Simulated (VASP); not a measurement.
Input:

```xyz
12
Lattice="3.1453 0.0000 0.0000 0.0000 4.4481 0.0000 0.0000 0.0000 24.3626" Properties=species:S:1:pos:R:3 pbc="T T T"
Nb     0.0000     0.0000     8.2497
Nb     1.5727     2.2241     9.8223
Nb     0.0000     0.0000    11.3950
Nb     1.5727     2.2241    12.9676
Nb     0.0000     0.0000    14.5403
Nb     1.5727     2.2241    16.1129
C      1.5727     0.0000     9.8223
C      0.0000     2.2241     8.2497
C      1.5727     0.0000    12.9676
C      0.0000     2.2241    11.3950
C      1.5727     0.0000    16.1129
C      0.0000     2.2241    14.5403
```

Calculation: PBEsol GGA, VASP's PBE PAW potentials (set 64) (plane waves; VASP). Numerical set-up: PREC = Normal, EDIFF = 1E-5, 450 eV cut-off, 9×6×1 Γ-centred mesh, first-order Methfessel-Paxton smearing of 0.10 eV, potentials Nb_sv C.

At this cut-off the stress carries a Pulay error, which pulls relaxed volumes low.

The ions are relaxed. What does this cell relax into?

```xyz
12
Lattice="3.1453 0.0000 0.0000 0.0000 4.4481 0.0000 0.0000 0.0000 24.3626" Properties=species:S:1:pos:R:3 pbc="T T T"
Nb     0.0000     0.0000     8.4257
Nb     1.5727     2.2241     9.7369
Nb     0.0000     0.0000    11.3680
Nb     1.5727     2.2241    12.9946
Nb     0.0000     0.0000    14.6257
Nb     1.5727     2.2241    15.9369
C      1.5727     0.0000     9.7948
C      0.0000     2.2241     8.2337
C      1.5727     0.0000    12.9608
C      0.0000     2.2241    11.4018
C      1.5727     0.0000    16.1289
C      0.0000     2.2241    14.5677
```

How much energy does the relaxation gain?

The energy (σ→0) changes by -70.3 meV/atom, in 11 ionic steps.

```json
[
 {"step": "1", "E(σ→0) (eV)": "-124.5007", "max force (eV/Å)": "3.259", "pressure (GPa)": "-4.20", "volume (Å³)": "340.85"},
 {"step": "2", "E(σ→0) (eV)": "-125.2936", "max force (eV/Å)": "0.774", "pressure (GPa)": "-1.75", "volume (Å³)": "340.85"},
 {"step": "3", "E(σ→0) (eV)": "-125.2953", "max force (eV/Å)": "0.642", "pressure (GPa)": "-1.88", "volume (Å³)": "340.85"},
 {"step": "4", "E(σ→0) (eV)": "-125.3372", "max force (eV/Å)": "0.243", "pressure (GPa)": "-1.66", "volume (Å³)": "340.85"},
 {"step": "5", "E(σ→0) (eV)": "-125.3385", "max force (eV/Å)": "0.185", "pressure (GPa)": "-1.62", "volume (Å³)": "340.85"},
 {"step": "6", "E(σ→0) (eV)": "-125.3386", "max force (eV/Å)": "0.199", "pressure (GPa)": "-1.61", "volume (Å³)": "340.85"},
 {"step": "7", "E(σ→0) (eV)": "-125.3426", "max force (eV/Å)": "0.098", "pressure (GPa)": "-1.66", "volume (Å³)": "340.85"},
 {"step": "8", "E(σ→0) (eV)": "-125.3429", "max force (eV/Å)": "0.127", "pressure (GPa)": "-1.68", "volume (Å³)": "340.85"},
 {"step": "9", "E(σ→0) (eV)": "-125.3437", "max force (eV/Å)": "0.043", "pressure (GPa)": "-1.57", "volume (Å³)": "340.85"},
 {"step": "10", "E(σ→0) (eV)": "-125.3437", "max force (eV/Å)": "0.035", "pressure (GPa)": "-1.58", "volume (Å³)": "340.85"},
 {"step": "11", "E(σ→0) (eV)": "-125.3440", "max force (eV/Å)": "0.022", "pressure (GPa)": "-1.55", "volume (Å³)": "340.85"}
]
```

The cell is a thin slab with vacuum, built from NbC (rock salt): (110) face.
